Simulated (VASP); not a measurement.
# Cs2Ag6Te (P1) in VASP: single point with r2SCAN

Aim: the single point of Cs2Ag6Te with r2SCAN.

Program: VASP 6.6.1. These are calculated values, not measurements. Logs are shortened: lines on timing, memory, paths and dates and some standing lists are left out, and cuts for length are marked.

### Step 1. Starting point

The typed cell holds 9 atoms: a = 7.197 Å, b = 7.144 Å, c = 7.325 Å, α = 57.88°, β = 59.47°, γ = 57.52°.

The cell was built by a generator and needn't be a form met in nature.

### Step 2. Single point, r2SCAN

Contents of POSCAR:

```
Cs2Ag6Te
1.0
    0.1282839600      5.0454099600      5.1302964000
    5.0587021500      0.2190033000      5.0395770500
    5.2308930500      5.1268825200      0.0468123900
Ag Te Cs
6 1 2
Direct
    0.7436180000      0.2326690000      0.2586020000
    0.2660760000      0.7241450000      0.2441330000
    0.2340570000      0.7584930000      0.7486770000
    0.7659360000      0.2449080000      0.7304540000
    0.2573820000      0.2479780000      0.7290420000
    0.7443230000      0.7548170000      0.2442460000
    0.0140390000      0.9731710000      0.0014690000
    0.2372950000      0.2848580000      0.2395120000
    0.7512980000      0.7544140000      0.7555700000
```

Contents of INCAR.step1:

```
PREC = Accurate
ENCUT = 520
ISMEAR = -1
SIGMA = 0.1
LREAL = F
LASPH = T
NELM = 100
NELECT = 89.0
NBANDS = 55
GGA = PE
ALGO = Normal
EDIFF = 1E-4
LWAVE = T
LCHARG = F
```

Contents of INCAR.step2:

```
PREC = Accurate
ENCUT = 520
EDIFF = 1E-6
ISMEAR = -1
SIGMA = 0.1
LREAL = F
LASPH = T
NELM = 100
ALGO = Normal
ISIF = 2
LWAVE = F
LCHARG = F
METAGGA = R2SCAN
LMIXTAU = T
NELECT = 89.0
NBANDS = 55
ISTART = 1
```

Contents of KPOINTS:

```
Automatic mesh
0
Gamma
  3 3 3
  0.5 0 0
```

Potentials or basis: VASP PAW PBE potentials, release 64 (Ag, Te, Cs_sv).

Started as:

```console
> cat potpaw_PBE.64/Ag/POTCAR potpaw_PBE.64/Te/POTCAR potpaw_PBE.64/Cs_sv/POTCAR > POTCAR
> cp INCAR.step1 INCAR
> mpirun -np 1 vasp_std > vasp.out
> cp INCAR.step2 INCAR
> mpirun -np 1 vasp_std > vasp.out
```

OUTCAR:

```text
PREC = Accurate
   ENCUT = 520
   EDIFF = 1E-6
   ISMEAR = -1
   LREAL = F
   LASPH = T
   NELM = 100
   ISIF = 2
   METAGGA = R2SCAN
   NELECT = 89.0
   ISTART = 1

 ion  position               nearest neighbor table
   1  0.744  0.233  0.259-   7 2.62   2 3.34   5 3.45   6 3.47   2 3.56   4 3.59
   2  0.266  0.724  0.244-   7 2.46   8 3.27   1 3.34   5 3.37   1 3.56   6 3.56
   3  0.234  0.758  0.749-   7 2.39   4 3.29   8 3.38   5 3.51   6 3.55
   4  0.766  0.245  0.730-   7 2.58   3 3.29   6 3.48   6 3.52   5 3.54   1 3.59
   5  0.257  0.248  0.729-   7 2.62   2 3.37   1 3.45   3 3.51   4 3.54
   6  0.744  0.755  0.244-   7 2.48   8 3.33   1 3.47   4 3.48   4 3.52   3 3.55   2 3.56
   7  0.014  0.973  0.001-   3 2.39   2 2.46   6 2.48   4 2.58   5 2.62   1 2.62
   8  0.237  0.285  0.240-   2 3.27   6 3.33   3 3.38
   9  0.751  0.754  0.756-

  LATTYP: Found a triclinic cell.
 ALAT       =    12.0624161520
 B/A-ratio  =     0.5922471975
 C/A-ratio  =     0.5971547392
 COS(alpha) =     0.0041161772
 COS(beta)  =     0.2927678427
 COS(gamma) =     0.8641108727

  Lattice vectors:

 A1 = (  -9.9891203400,   4.6074033600,  -4.9488577000)
 A2 = (  -5.0587021500,  -0.2190033000,  -5.0395770500)
 A3 = (  -5.1026090900,  -0.0814725600,   5.0834840100)

Analysis of symmetry for initial positions (statically):
=====================================================================
 Subroutine PRICEL returns:
 Original cell was already a primitive cell.

 Routine SETGRP: Setting up the symmetry group for a
 triclinic supercell.

 Subroutine GETGRP returns: Found  1 space group operations
 (whereof  1 operations were pure point group operations)
 out of a pool of  2 trial point group operations.

The static configuration has the point symmetry C_1 .

Analysis of symmetry for dynamics (positions and initial velocities):
=====================================================================
 Subroutine PRICEL returns:
 Original cell was already a primitive cell.

 Routine SETGRP: Setting up the symmetry group for a
 triclinic supercell.

 Subroutine GETGRP returns: Found  1 space group operations
 (whereof  1 operations were pure point group operations)
 out of a pool of  2 trial point group operations.

The dynamic configuration has the point symmetry C_1 .
[... 104 lines left out ...]
   EDIFFG = 0.1E-04   stopping-criterion for IOM
   NSW    =      0    number of steps for IOM
   IBRION =     -1    ionic relax: 0-MD 1-quasi-New 2-CG
   NFREE  =      0    steps in history (QN), initial steepest desc. (CG)
   ISIF   =      2    stress and relaxation
   ISYM   =      2    0-nonsym 1-usesym 2-fastsym
   POTIM  = 0.5000    time-step for ionic-motion
   TEBEG  =    0.0;   TEEND  =   0.0 temperature during run
   PSTRESS=    0.0 pullay stress
   NELECT =      89.0000    total number of electrons
   NUPDOWN=      -1.0000    fix difference up-down
   EMIN   =  10.00;   EMAX   =-10.00  energy-range for DOS
   EFERMI =   0.00;   METHOD = LEGACY
   ISMEAR =    -1;   SIGMA  =   0.10  broadening in eV -4-tet -1-fermi 0-gaus
   EFERMI_NEDOS =   21; number of points for ismear=-14 and -15
   IALGO  =     38    algorithm
   IMIX   =      4    mixing-type and parameters
     AMIX     =   0.40;   BMIX     =  1.00
     AMIX_MAG =   1.60;   BMIX_MAG =  1.00
  volume/ion in A,a.u.               =      28.41       191.71
  Fermi-wavevector in a.u.,A,eV,Ry     =   1.151618  2.176243 18.044376  1.326224
  Thomas-Fermi vector in A             =   2.288275
   LORBIT       =      0    0 simple, 1 ext, 2 COOP (PROOUT), +10 PAW based schemes
   METAGGA = R2SCAN    functional components
   LHFCALC =     F    Hartree Fock is set to
   AEXX    =    0.0000 exact exchange contribution
   IVDW    =     0    specifies the selected vdW correction
   LEPSILON=     F    determine dielectric tensor
   LRPA    =     F    only Hartree local field effects (RPA)
 non-spin polarized calculation
  energy-cutoff  :      520.00
  volume of cell :      255.68
 maximum number of plane-waves:      6904
 NGX is ok and might be reduce to    54
   NGX = 27   NGY = 27   NGZ = 27

 number of electron      89.0000001 magnetization

 Free energy of the ion-electron system (eV)
  ---------------------------------------------------
  ext. energy  EPLUGINS =         0.00000000
  ---------------------------------------------------
  free energy    TOTEN  =      -203.52868864 eV

  energy without entropy =     -203.34411875  energy(sigma->0) =     -203.43640369

 E-fermi :   4.9770     XC(G=0):  -9.9839

 val. band max:        4.9619433795   @ k =  -0.1667   0.3333   0.3333
 cond. band min:       4.9802886277   @ k =   0.5000  -0.3333   0.3333
 fundamental gap:      0.0183452482
 Fermi energy:         4.9770333557

 k-point     1 :       0.1667    0.0000    0.0000
  band No.  band energies     occupation
      1     -17.9458      2.00000
      2     -17.9191      2.00000
      3      -9.0432      2.00000
      4      -4.7530      2.00000
      5      -4.7053      2.00000
      6      -4.6706      2.00000
[... 801 lines left out ...]
     54       8.4929      0.00000
     55       9.0413      0.00000

------------------------ aborting loop because EDIFF is reached ----------------------------------------

  FORCE on cell =-STRESS in cart. coord.  units (eV):
  Direction    XX          YY          ZZ          XY          YZ          ZX
  --------------------------------------------------------------------------------------
  -------------------------------------------------------------------------------------
  Total        1.6220491      0.3267918     -0.5356611      1.2078242      0.1818499      0.2538607
  in kB       10.1644879      2.0478241     -3.3566929      7.5687688      1.1395534      1.5908050
  external PRESSURE =       2.9518731 kB  Pullay stress =       0.0000000 kB

 VOLUME and BASIS-vectors are now :
 -----------------------------------------------------------------------------
  energy-cutoff  :      520.00
  volume of cell :      255.68
      direct lattice vectors                 reciprocal lattice vectors
     0.128283960  5.045409960  5.130296400    -0.101015035  0.102179054  0.096958022
     5.058702150  0.219003300  5.039577050     0.101950485 -0.104937816  0.100652214
     5.230893050  5.126882520  0.046812390     0.095054795  0.098977597 -0.099716765

 POSITION                                       TOTAL-FORCE (eV/Angst)
 -----------------------------------------------------------------------------------
      2.62512      5.12864      4.99964         1.723664     -0.161986     -0.018821
      4.97440      2.75269      5.02586         0.274204      3.147641      0.163845
      7.78327      5.18541      5.05831        -3.896202     -0.249901      0.410407
      5.15810      7.66305      5.19791         0.227351     -1.937403      0.113964
      5.10101      5.09062      2.60428        -0.005121     -0.129684      1.748991
      5.19150      5.17294      7.63399         0.449481     -0.123579     -2.828575
      4.93247      0.29149      4.97646         2.237968     -0.623104      1.085270
      2.72431      2.48759      2.66417        -0.735612      0.079818     -0.471156
      7.86504      7.82954      7.69168        -0.275734     -0.001802     -0.203925
 -----------------------------------------------------------------------------------
    total drift:                               -0.000136     -0.000312     -0.000504

  FREE ENERGIE OF THE ION-ELECTRON SYSTEM (eV)
  ---------------------------------------------------
  free  energy   TOTEN  =      -203.5286886353 eV

  energy  without entropy=     -203.3441187518  energy(sigma->0) =     -203.43640369
```

OUTCAR.step1:

```text
PREC = Accurate
   ENCUT = 520
   ISMEAR = -1
   LREAL = F
   LASPH = T
[... 1053 lines left out ...]
      5.19150      5.17294      7.63399         0.431827     -0.141587     -2.826795
      4.93247      0.29149      4.97646         2.250525     -0.616469      1.087288
      2.72431      2.48759      2.66417        -0.720114      0.083199     -0.455170
      7.86504      7.82954      7.69168        -0.273537     -0.005839     -0.204621
 -----------------------------------------------------------------------------------
    total drift:                               -0.003315      0.000817     -0.002423

  FREE ENERGIE OF THE ION-ELECTRON SYSTEM (eV)
  ---------------------------------------------------
  free  energy   TOTEN  =       -21.3245802372 eV

  energy  without entropy=      -21.1381863184  energy(sigma->0) =      -21.23138328
```

It took 11 min on 1 thread of AMD EPYC 9R14 (Zen 4), shared host; peak memory 0.5 GiB.

What came out:

| Item | Value |
| --- | --- |
| Free energy | -203.5287 eV |
| Largest force | 3.926 eV/Å |
| Band gap on the k mesh | none (metal or under the smearing width) |

Forces on the atoms (eV/Å):
```
Ag   1.724 -0.162 -0.019
Ag   0.274  3.148  0.164
Ag  -3.896 -0.250  0.410
Ag   0.227 -1.937  0.114
Ag  -0.005 -0.130  1.749
Ag   0.449 -0.124 -2.829
Te   2.238 -0.623  1.085
Cs  -0.736  0.080 -0.471
Cs  -0.276 -0.002 -0.204
```

Caveat: the k mesh is coarse (spacing up to 0.37 Å⁻¹), so the values aren't converged; the cell carries a net charge on a neutralising background, which shifts energy and pressure; the cell is charged against a uniform background, so pressure and absolute levels hang on convention; the PAW data sets were made with another functional, which shifts forces and pressure a little. The run has no spin-orbit coupling, so splittings on Cs, Te are missing.
